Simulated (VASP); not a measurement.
Consider the following.

```
Pt
1.0
    0.00000     1.93399     1.93399
    1.93399     0.00000     1.93399
    1.93399     1.93399     0.00000
Pt
1
Direct
  0.00000   0.00000   0.00000
```

Calculation: rev-vdW-DF2, VASP's PBE PAW potentials (set 64) (plane waves; VASP). Settings: 520 eV cut-off, 16×16×16 Γ-centred mesh, first-order Methfessel-Paxton smearing of 0.10 eV, potentials Pt.

Give the stress tensor in GPa (positive for a compressed cell).

```
19.62   0.00   0.00
 0.00  19.62   0.00
 0.00   0.00  19.62
```
The pressure is its mean diagonal, 19.62 GPa.

The compound is Pt in the fcc structure. This cell is one point of a volume scan, at 0.94 of the reference volume.
